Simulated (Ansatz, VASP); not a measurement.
# In2S: VASP beside Ansatz

Wanted: the spread between two codes on one cell, functional and k mesh. The cell is generated by rule, not measured, and may not be a known phase. The cell is taken from a series of runs on this material, whose earlier steps may have relaxed, scaled, displaced or heated it; both programs get it as it stands.

Main program and level: Ansatz 0.2.0; plane waves, with VASP 6.6.1 beside it; single point at PBEsol.

The structure was built from a prototype and need not be the compound's stable phase.

### Step 1. The starting structure

Symmetry: R-3m, No. 166, trigonal system. The conventional cell has a = 4.934 Å, b = 4.934 Å, c = 24.173 Å, α = 90.00°, β = 90.00°, γ = 120.00°. S has 4 In at 2.47 to 2.87 Å nearest. In has 4 S at 2.47 to 2.87 Å nearest. Nearest to In lie 3 S at 3.29 Å and 3 In at 3.44 Å. Farther neighbours and most contacts between anions are not listed.

As a file:

```cif
data_structure
_symmetry_space_group_name_H-M 'P 1'
_symmetry_Int_Tables_number 1
_cell_length_a 4.9343
_cell_length_b 4.9343
_cell_length_c 8.5465
_cell_angle_alpha 90.000
_cell_angle_beta 73.221
_cell_angle_gamma 60.000
_cell_volume 169.90
loop_
_atom_site_label
_atom_site_type_symbol
_atom_site_fract_x
_atom_site_fract_y
_atom_site_fract_z
_atom_site_occupancy
S1 S 0.95036 0.52482 0.57446 1
S2 S 0.04964 0.97518 0.92554 1
In3 In 0.74622 0.62689 0.88068 1
In4 In 0.75378 0.12311 0.36932 1
In5 In 0.25378 0.87311 0.61932 1
In6 In 0.24622 0.37689 0.13068 1
```

### Step 2. VASP: single point, PBEsol

With cell and atoms fixed, the geometry can't cause a difference; cores, projectors, grids and the points listed under the comparison can.

Lines of VASP's logs that name or quote its potential files are left out, and so is its time.

File INCAR:

```
SYSTEM = In2S
PREC = Accurate
ENCUT = 500
EDIFF = 1E-06
NELM = 120
ISMEAR = 1
SIGMA = 0.15
LREAL = .FALSE.
ALGO = Normal
GGA = PS
NBANDS = 39
LORBIT = 11
LWAVE = .FALSE.
LCHARG = .FALSE.
ISIF = 2
LASPH = .TRUE.
GGA_COMPAT = .FALSE.
KPAR = 2
```

File POSCAR:

```
In2S
1.0
    0.0000000000      3.4890740757      3.4890740757
   -3.4890740757      3.4890740757      0.0000000000
   -3.4890740757     -3.4890740757      6.9781481514
S In
2 4
Direct
    0.9503578666      0.5248210667      0.5744632001
    0.0496421334      0.9751789333      0.9255367999
    0.7462164959      0.6268917521      0.8806752562
    0.7537835041      0.1231082479      0.3693247438
    0.2537835041      0.8731082479      0.6193247438
    0.2462164959      0.3768917521      0.1306752562
```

File KPOINTS:

```
Automatic mesh
0
Gamma
9 9 8
0 0 0
```

PAW data sets: S and In_d (PBE family, release 64).

Launch:

```bash
> mpirun -np 2 vasp_std
```

Numbers of over 12 decimals in the logs are rounded to 6 here.

What it wrote:

```text
[banner, memory and clock lines left out]
running    2 mpi-ranks, on    1 nodes
 distrk:  each k-point on    1 cores,    2 groups
 distr:  one band on    1 cores,    1 groups

 POSCAR found type information on POSCAR S In
 POSCAR found :  2 types and       6 ions
|                                                                             |
|               ----> ADVICE to this user running VASP <----                  |
|                                                                             |
|     You enforced a specific xc type in the INCAR file but a different       |
|     [... a line on the potential file left out ...]
|     I HOPE YOU KNOW WHAT YOU ARE DOING!                                     |
|                                                                             |

 LDA part: xc-table for (Slater+PW92), standard interpolation
|                                                                             |
|           W    W    AA    RRRRR   N    N  II  N    N   GGGG   !!!           |
|           W    W   A  A   R    R  NN   N  II  NN   N  G    G  !!!           |
|           W    W  A    A  R    R  N N  N  II  N N  N  G       !!!           |
|           W WW W  AAAAAA  RRRRR   N  N N  II  N  N N  G  GGG   !            |
|           WW  WW  A    A  R   R   N   NN  II  N   NN  G    G                |
|           W    W  A    A  R    R  N    N  II  N    N   GGGG   !!!           |
|                                                                             |
|     Your reciprocal lattice and k-lattice belong to different lattice       |
|     classes:                                                                |
|                                                                             |
|        The reciprocal lattice is rhombohedral (trigonal),                   |
|        whereas your k-lattice is base-centered monoclinic.                  |
|                                                                             |
|     Results are often still useful ...                                      |
|                                                                             |

 POSCAR, INCAR and KPOINTS ok, starting setup
 FFT: planning ... GRIDC
 FFT: planning ... GRID_SOFT
 FFT: planning ... GRID
 WAVECAR not read
 entering main loop
       N       E                     dE             d eps       ncg     rms          rms(c)
DAV:   1     0.626174962614E+03    0.62617E+03   -0.28875E+04 14437   0.192E+03
DAV:   2     0.614875387365E+02   -0.56469E+03   -0.55055E+03 14458   0.488E+02
DAV:   3    -0.168526771379E+02   -0.78340E+02   -0.74904E+02 18082   0.193E+02
DAV:   4    -0.216522451491E+02   -0.47996E+01   -0.47261E+01 17307   0.477E+01
DAV:   5    -0.218530963093E+02   -0.20085E+00   -0.20076E+00 19746   0.904E+00    0.123E+01
DAV:   6    -0.208401190076E+02    0.10130E+01   -0.16377E+00 22667   0.176E+01    0.766E+00
DAV:   7    -0.208843328364E+02   -0.44214E-01   -0.11015E+00 18903   0.721E+00    0.213E+00
DAV:   8    -0.208677026778E+02    0.16630E-01   -0.88357E-02 21375   0.351E+00    0.120E+00
DAV:   9    -0.208668940192E+02    0.80866E-03   -0.20717E-02 18958   0.994E-01    0.312E-01
DAV:  10    -0.208669556904E+02   -0.61671E-04   -0.24055E-03 20733   0.579E-01    0.206E-01
DAV:  11    -0.208670571594E+02   -0.10147E-03   -0.32226E-04 17988   0.136E-01    0.675E-02
DAV:  12    -0.208670622220E+02   -0.50626E-05   -0.41214E-05 21082   0.523E-02    0.263E-02
DAV:  13    -0.208670678817E+02   -0.56597E-05   -0.51472E-06 13712   0.140E-02    0.926E-03
DAV:  14    -0.208670698976E+02   -0.20159E-05   -0.28568E-06 13282   0.126E-02    0.350E-03
DAV:  15    -0.208670701027E+02   -0.20510E-06   -0.52596E-07 10626   0.657E-03
   1 F= -.20867070E+02 E0= -.20867098E+02  d E =0.835956E-04
```

Parts of OUTCAR (step 2):

```text
ion  position               nearest neighbor table
   1  0.950  0.525  0.574-   3 2.47   5 2.87   5 2.87   5 2.87   4 3.29   4 3.29   4 3.29
   2  0.050  0.975  0.926-   5 2.47   3 2.87   3 2.87   3 2.87   6 3.29   6 3.29   6 3.29
   3  0.746  0.627  0.881-   1 2.47   2 2.87   2 2.87   2 2.87   6 3.49   6 3.49   6 3.49   5 3.54
                             5 3.54   5 3.54
   4  0.754  0.123  0.369-   1 3.29   1 3.29   1 3.29   6 3.44   6 3.44   6 3.44   5 3.49   5 3.49
                             5 3.49
   5  0.254  0.873  0.619-   2 2.47   1 2.87   1 2.87   1 2.87   4 3.49   4 3.49   4 3.49   3 3.54
                             3 3.54   3 3.54
   6  0.246  0.377  0.131-   2 3.29   2 3.29   2 3.29   4 3.44   4 3.44   4 3.44   3 3.49   3 3.49
                             3 3.49

  LATTYP: Found a trigonal (rhomboedric) cell.
 ALAT       =     8.5464511602
 COS(alpha) =     0.8333333333

 Subroutine GETGRP returns: Found 12 space group operations
 (whereof  6 operations were pure point group operations)

The static configuration has the point symmetry C_3v.
 The point group associated with its full space group is D_3d.

 Found    185 irreducible k-points:

   k-points           NKPTS =    185   k-points in BZ     NKDIM =    185   number of bands    NBANDS=     39

   dimension x,y,z NGX =    36 NGY =   36 NGZ =   64
   dimension x,y,z NGXF=    72 NGYF=   72 NGZF=  128

   ENCUT  =  500.0 eV  36.75 Ry    6.06 a.u.   9.00  9.00 15.58*2*pi/ulx,y,z

   NELECT =      64.0000    total number of electrons

 k-points in reciprocal lattice and weights: Automatic mesh
   0.00000000  0.00000000  0.00000000       0.002
   0.11111111  0.00000000 -0.00000000       0.003
   0.22222222  0.00000000  0.00000000       0.003
   0.33333333  0.00000000  0.00000000       0.003
   0.44444444  0.00000000  0.00000000       0.003
   0.00000000  0.11111111 -0.00000000       0.006
   0.22222222  0.11111111 -0.00000000       0.006
   0.33333333  0.11111111  0.00000000       0.006
   0.44444444  0.11111111  0.00000000       0.006
[...]
-0.44444444  0.44444444  0.50000000       0.006
  -0.33333333  0.44444444  0.50000000       0.006

 average (electrostatic) potential at core
       1 -86.6397       2 -86.6397       3 -95.6781       4 -95.9832       5 -95.6781
       6 -95.9832

 E-fermi :   5.4305

 k-point     1 :       0.0000    0.0000    0.0000
  band No.  band energies     occupation
    ...
     28       2.5211      2.00000
     29       2.5211      2.00000
     30       3.2119      2.00000
     31       4.1947      2.00000
     32       4.6100      2.00000
     33       6.0332     -0.00000
     34       6.0332     -0.00000
     35       6.5987     -0.00000
     36       6.5987     -0.00000
     37       7.4430     -0.00000
    ...

 k-point     2 :       0.1111    0.0000   -0.0000
  band No.  band energies     occupation
    ...
     28       2.4545      2.00000
     29       2.4745      2.00000
     30       3.0680      2.00000
     31       4.1859      2.00000
     32       4.6605      2.00000
     33       5.9059     -0.00007
     34       6.0260     -0.00000
     35       6.6128     -0.00000
     36       6.9685     -0.00000
     37       8.0056     -0.00000
    ...

 k-point     3 :       0.2222    0.0000    0.0000
  band No.  band energies     occupation
    ...
     28       2.0954      2.00000
     29       2.3537      2.00000
     30       3.2346      2.00000
     31       4.4027      2.00000
     32       4.6197      2.00000
     33       5.5868     -0.05795
     34       6.1202     -0.00000
     35       6.6753     -0.00000
     36       7.7567     -0.00000
     37       7.8012     -0.00000
    ...

  Total        0.0820957      0.0820957      0.0820957      1.2754075     -1.2754075     -1.2754075
  in kB        0.7741771      0.7741771      0.7741771     12.0273238    -12.0273238    -12.0273238
  external PRESSURE =       0.7741771 kB  Pullay stress =       0.0000000 kB

  energy-cutoff  :      500.00
  volume of cell :      169.90
      direct lattice vectors                 reciprocal lattice vectors
     0.000000000  3.489074076  3.489074076     0.143304495  0.143304495  0.143304495
    -3.489074076  3.489074076  0.000000000    -0.214956743  0.071652248 -0.071652248
    -3.489074076 -3.489074076  6.978148151    -0.071652248 -0.071652248  0.071652248

 POSITION                                       TOTAL-FORCE (eV/Angst)
 -----------------------------------------------------------------------------------
     -3.83548      3.14266      7.32456         0.404987      0.404987     -0.404987
     -6.63174      0.34641      6.63174        -0.404987     -0.404987      0.404987
     -5.26001      1.71814      8.74909        -0.828427     -0.828427      0.828427
     -1.71814      1.77094      5.20721        -0.019232     -0.019232      0.019232
     -5.20721      1.77094      5.20721         0.828427      0.828427     -0.828427
     -1.77094      1.71814      1.77094         0.019232      0.019232     -0.019232
 -----------------------------------------------------------------------------------
    total drift:                               -0.000000     -0.000000      0.000000

  FREE ENERGIE OF THE ION-ELECTRON SYSTEM (eV)
  ---------------------------------------------------
  free  energy   TOTEN  =       -20.8670701027 eV

  energy  without entropy=      -20.8671536983  energy(sigma->0) =      -20.86709797

 total charge
# of ion       s       p       d       tot
------------------------------------------
    1        1.380   2.265   0.000   3.645
    2        1.380   2.265   0.000   3.645
    3        0.989   0.486   9.882  11.356
    4        1.095   0.283   9.845  11.222
    5        0.989   0.486   9.882  11.356
    6        1.095   0.283   9.845  11.222
--------------------------------------------------
tot          6.927   6.067  39.453  52.447

[... 3 further parts left out ...]
```

The run ends at a pressure of 0.08 GPa, with forces up to 1.4 eV/Å.

### Step 3. Ansatz: single point, PBEsol

Ansatz runs on its default PAW (the set named soft_2) files.

The same cell, functional, mesh and smearing now go to Ansatz, which takes its cutoff from its data sets.

File input.yaml:

```yaml
crystal:
  lattice:
    - [0.0, 3.4890740757, 3.4890740757]
    - [-3.4890740757, 3.4890740757, 0.0]
    - [-3.4890740757, -3.4890740757, 6.9781481514]
  atoms:
    - { symbol: S, position: [-0.0496421334, 0.5248210667, 0.5744632001] }
    - { symbol: S, position: [0.0496421334, -0.0248210667, -0.0744632001] }
    - { symbol: In, position: [0.7462164958, 0.6268917521, 0.8806752562] }
    - { symbol: In, position: [0.7537835042, 0.1231082479, 0.3693247438] }
    - { symbol: In, position: [0.2537835042, 0.8731082479, 0.6193247438] }
    - { symbol: In, position: [0.2462164958, 0.3768917521, 0.1306752562] }
kpoints:
  mp_grid: { grid: [9, 9, 8] }
hamiltonian:
  xc: pbesol
scf:
  occupations: { method: methfessel_paxton, width: 0.15 }
output:
  forces: true
  stress: true
  eigenvalues: true
```

Launch:

```bash
> ansatz run input.yaml --threads 4 --pin off --max-ram 7168MiB --backend cpu --events-out ev --progress --plain --runs-dir out
```

What it wrote:

```text
Warning: crystal.symmetry: narrowed to the stabiliser of the k-point mesh — unitary ops 12 → 4; excluded 8 operations that carry a point of the 9×9×8 mesh (shift [0, 0, 0]) off the mesh (the run samples exactly the mesh kpoints.mp_grid names, as under crystal.symmetry.detect: false, and its converged state has the mesh's symmetry, not the crystal's; ε∞, the Born charges and the force constants of a linear response (`dielectric:` by the response, `phonons.method: dfpt`) are averaged over those of the crystal's operations that the state keeps within a tolerance, where `mesh_tensors`, `unaveraged_element` or `gamma_mean_max_change_ev_ang2` stands beside them; [rest of the remark cut]
Engine: ansatz 0.2.0, x86_64-unknown-linux-gnu
Pseudopotentials: kind: paw
Pseudopotential: S, paw, valence charge 6, recommended cutoff 420 eV (normal), S.paw.azcp
Pseudopotential: In, paw, valence charge 13, recommended cutoff 420 eV (normal), In.paw.azcp
Functional definition: PBEsol
  exchange = pbesol_x
  correlation = pbesol_c
Crystal: 6 atoms, lattice volume = 169.899 Å³
Basis set: ecut = 420 eV, 3315 PW (Γ), exchange–correlation on 72×72×120 points (8 copies of the dense FFT grid, shifted against one another)
Bands: 39, of which v1, the nominal top of the filled ones, is band 32 counted from 1 (31 counted from 0)
Symmetry: 4 space group operations
k-points: 185 of 648
Non-local potential: S, projectors of the file, l = 0: 2, l = 1: 2, l = 2: 2
Non-local potential: In, projectors of the file, l = 0: 2, l = 1: 2, l = 2: 2, l = 3: 2
PAW form: soft (Blöchl's): semilocal exchange-correlation on the pseudo side does not see the compensation charge
PAW frozen core: S, regenerated for the run's functional, and the local potential with it (the file was generated under x = pbe(κ = 0.804, μ = 0.219515), c = pbe(β = 0.066725))
PAW frozen core: In, regenerated for the run's functional, and the local potential with it (the file was generated under x = pbe(κ = 0.804, μ = 0.219515), c = pbe(β = 0.066725))
PAW one-centre angular grid: S, 110 points (default); XC on 64 Gauss nodes
PAW one-centre angular grid: In, 590 points (default); XC on 64 Gauss nodes
Initial density: superposition of atomic densities (neutral atoms: chi_scale 0, normalization atom), corrected by the library's trained network
Initial wavefunctions: pseudopotential atomic-orbital guess
Functional: x = pbesol(κ = 0.804, μ = 0.123457), c = pbesol(β = 0.046)
SCF iter   1: F=—  HF=-23871.617635 eV  |F-HF|=—  |Δ(HF+E_count)|=         —  Δρ=4.08e-3  dr2=4.12e-2  ethr=1.77e-3  ⟨swp⟩=6.9  Hψ=28505  notcnv=0
preconditioner: auto → LDOS  [metal: Δε(μ)=0.012 eV  Ē_g=13.224 eV  σ=0.150 eV  W_gap=0.07  n_scr=28 (ndim 8)  ℏωp=22.8 eV  f_vac=0.025  D(μ)=2.02/eV (n_scr^D=2)  β→1.0]
SCF iter   2: F=—  HF=-23871.610507 eV  |F-HF|=—  |Δ(HF+E_count)|=   7.13e-3  S|Δr|=    0.00e0  Δρ=2.39e-3  dr2=1.00e-2  ethr=6.44e-5  ⟨swp⟩=2.0  Hψ=14623  notcnv=0
SCF iter   3: F=—  HF=-23871.606811 eV  |F-HF|=—  |Δ(HF+E_count)|=   3.70e-3  S|Δr|=    0.00e0  Δρ=6.71e-4  dr2=7.72e-4  ethr=1.57e-5  ⟨swp⟩=2.0  Hψ=12863  notcnv=0
SCF iter   4: F=—  HF=-23871.606557 eV  |F-HF|=—  |Δ(HF+E_count)|=   2.54e-4  S|Δr|=    0.00e0  Δρ=1.18e-4  dr2=3.97e-5  ethr=1.21e-6  ⟨swp⟩=2.0  Hψ=12727  notcnv=0
SCF iter   5: F=—  HF=-23871.606559 eV  |F-HF|=—  |Δ(HF+E_count)|=   2.04e-6  S|Δr|=    0.00e0  Δρ=4.21e-5  dr2=7.64e-6  ethr=6.20e-8  ⟨swp⟩=2.0  Hψ=12637  notcnv=0
SCF iter   6: F=—  HF=-23871.606558 eV  |F-HF|=—  |Δ(HF+E_count)|=   1.06e-6  S|Δr|=    0.00e0  Δρ=1.41e-5  dr2=5.65e-7  ethr=1.19e-8  ⟨swp⟩=2.0  Hψ=12650  notcnv=0
SCF iter   7: F=-23871.606558 eV  HF=-23871.606558 eV  |F-HF|=2.54e-8  |Δ(HF+E_count)|=   1.20e-8  S|Δr|=    0.00e0  Δρ=3.74e-6  dr2=5.12e-8  ethr=1.56e-10  ⟨swp⟩=9.5  Hψ=34769  notcnv=0
SCF 1 converged in 7 iterations: F = -23871.606558 eV  dr2 = 5.12e-8
  greatest PAW one-centre occupation: 0.983 electrons in one spin orbital (limit 2), on the In atom at site 5 (counted from 0), in its partial waves of l = 2
SCF converged after 7 iterations
Stability not checked: this state was not tested for a lower state beside it, because cold or Methfessel-Paxton smearing, or corrected tetrahedra, fill the levels in a way that the test cannot read (fill_not_monotonic; see scf.lower_state_search)
Free energy (F): -23871.606558 eV
Harris-Foulkes:  -23871.606558 eV  (|F-HF|=2.54e-8)
Internal energy: -23871.606683 eV  (E = F + TS)
E sigma→0 (E₀):  -23871.606589 eV
Entropy (-TS):   0.000125 eV (0.021 meV/atom)
Fermi energy:    7.405296 eV
--- Per-component energies (eV) ---
  E_band       = -241.394200
  E_kinetic    = 1173.758366
  E_local      = -5370.896261  (includes V_loc(G=0)·N_el)
  E_nonlocal   = 1528.963059
  E_hartree    = 2099.751506
  E_xc         = -1046.542665
  E_vxc        = -573.412307  (∫ρ·V_xc dr)
  E_paw        = -17490.995119  (= ΣΔE_a)
  E_vpaw       = -1199.317659  (= ΣTr[D̂ρ^β])
  E_aug_tail   = 0.000104  (compensation charges beyond the density's cutoff)
  E_ewald      = -4766.713181
  E_core_change = 1.067509  (= ΣΔE_core)
  E_smearing   = 0.000125  (= −TS)
  E_closure    = -0.000000  (closes the sum)
  Σ components = -23871.606558   (vs F -23871.606558, Δ=0.00e0)
--- Forces (eV/Å), atoms counted from 1 ---
  atom   1  S      0.40790330     0.40790330    -0.40847682
  atom   2  S     -0.40790330    -0.40790330     0.40847682
  atom   3  In    -0.82926431    -0.82926431     0.83100033
  atom   4  In    -0.02066386    -0.02066386     0.02307664
  atom   5  In     0.82926431     0.82926431    -0.83100033
  atom   6  In     0.02066386     0.02066386    -0.02307664
  max |Σ_I F_I| component: 1.32e-16 eV/Å
--- Stress (GPa, compression-positive) ---
        0.096019       1.208925      -1.218613
        1.208925       0.096019      -1.218613
       -1.218613      -1.218613       0.091719
  P = ⅓ Tr σ = 0.0946 GPa (0.946 kbar)
--- Band table (eV; the first three rows and the last of 185) ---
  k-point 0: bands = [... 28 lower, 4.5010, 5.1942, 6.1626, 6.5871, 8.0081, 8.0082, 8.5722, 8.5723, ... 3 higher]
  k-point 1: bands = [... 28 lower, 4.4906, 5.1166, 5.7898, 6.9814, 8.0473, 8.0474, 8.5927, 8.5929, ... 3 higher]
  k-point 2: bands = [... 28 lower, 4.4654, 4.7016, 5.6443, 7.3114, 8.1449, 8.1450, 8.6520, 8.6521, ... 3 higher]
  k-point 184: bands = [... 28 lower, 5.1016, 5.1126, 6.3433, 6.4081, 7.8077, 8.3593, 9.2123, 9.6143, ... 3 higher]
```

The run ends at a pressure of 0.09 GPa, with forces up to 1.4 eV/Å.

### Step 4. Differences

Known differences besides the potentials themselves: the cutoff is 420 eV in Ansatz and 500 eV in VASP; Ansatz makes its cores anew for this functional, VASP keeps those of its PBE data sets. Total energies have different zeros and are not compared.

Compared:

```tsv
quantity	Ansatz	VASP	difference
pressure (GPa)	0.09	0.08	+0.02
```

Forces (eV/Å; atoms numbered as in POSCAR):

```tsv
atom	Ansatz x, y, z	VASP x, y, z
S1	0.408, 0.408, -0.408	0.405, 0.405, -0.405
S2	-0.408, -0.408, 0.408	-0.405, -0.405, 0.405
In3	-0.829, -0.829, 0.831	-0.828, -0.828, 0.828
In4	-0.021, -0.021, 0.023	-0.019, -0.019, 0.019
In5	0.829, 0.829, -0.831	0.828, 0.828, -0.828
In6	0.021, 0.021, -0.023	0.019, 0.019, -0.019
```

The forces differ by 2.5 meV/Å r.m.s., which is 0.5 % of the r.m.s. force of 0.532 eV/Å (both taken over all components).

### Step 5. Summary of results

```yaml
r_m_s_force_difference_single_point_pbesol: 0.47 % of the r.m.s. force
```

What this shows: The r.m.s. force difference is 0.47 % of the r.m.s. force (single point, PBEsol), within the 3 % picked in this series as the mark of a large difference. Such differences can come from data sets, numerical settings and the points named under the comparisons, not from the functional's error against experiment.

[Lines on the potential files, build, host, timing and source positions are cut from VASP's logs without a mark.]

[Logs are printed without paths, hosts, clocks, repeated set-up lines and the standing remarks that a program may print on its own settings, such as how far it seeks lower states.]

[Hosts, paths, dates, database ids (printed as entryN), source tags and the programs' standing remarks are cut or masked in the printed files.]
